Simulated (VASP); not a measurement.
An input for Ansatz (written as the equivalent of a VASP run, and not itself run):

Ansatz 0.2 input:
```yaml
crystal:
  lattice:
    - [3.3621159, 0.0000000, 0.0000000]
    - [-1.6810579, 2.9116782, 0.0000000]
    - [0.0000000, 0.0000000, 5.5628277]
  atoms:
    - { symbol: B, position: [0.3333330, 0.6666670, 0.0003648] }
    - { symbol: B, position: [0.6666670, 0.3333330, 0.5003648] }
    - { symbol: As, position: [0.3333330, 0.6666670, 0.3746352] }
    - { symbol: As, position: [0.6666670, 0.3333330, 0.8746352] }
kpoints:
  mp_grid: { grid: [8, 8, 4] }
hamiltonian:
  xc: pbesol
  pseudopotentials: { kind: paw }
scf:
  occupations: { method: gaussian, width: 0.05 }
  max_iter: 100
relax:
  max_steps: 40
  f_tol: 0.02
  cell: {}
output: { forces: true, stress: true, eigenvalues: true }
```

Q: Translate this input to VASP (INCAR, KPOINTS, POSCAR, choice of POTCAR).

A: Several could match; the one computed here: 
POSCAR:
```
BAs
1.0
  3.3621158769   0.0000000000   0.0000000000
 -1.6810579384   2.9116782255   0.0000000000
  0.0000000000   0.0000000000   5.5628277179
B As
2 2
Cartesian
 -0.0000016810   1.9411197876   0.0020294136
  1.6810596195   0.9705584379   2.7834432725
 -0.0000016810   1.9411197876   2.0840309806
  1.6810596195   0.9705584379   4.8654448396
```

INCAR:
```
! general
SYSTEM =BAs
PREC   =Accurate
ENCUT  =620   ! plane-wave cut-off (eV)
LREAL  =F   ! projection in real space or not
LASPH  =T

! electronic loop
EDIFF  =1E-6   ! SCF stop (eV)
NELM   =100
ALGO   =Normal   ! blocked Davidson
LMAXMIX=4   ! l cut-off of mixed one-centre charges

! smearing
ISMEAR =0
SIGMA  =0.05   ! width (eV)

! functional
GGA    =PS   ! PBEsol

! ions
IBRION =2
NSW    =40
ISIF   =3
EDIFFG =-0.02   ! ionic stop

! output
LWAVE  =F
LCHARG =F
```

**KPOINTS**
```
Automatic mesh
0
Gamma
8 8 4
0 0 0
```

POTCAR, in this order: B As (PBE.64 set). Program: vasp_std.

Limits of the translation: each code has its own PAW files, so the cut-off isn't converted (ENCUT is set for VASP's; basis.ecutwfc is left out, and Ansatz then takes the one that its files recommend); Ansatz stops its SCF on the density residual and VASP on the energy change (EDIFF).

The structure was generated: BAs was put into the wurtzite type (P6_3mc), which need not be its known phase. It was relaxed first, which changed the volume by +6 %.
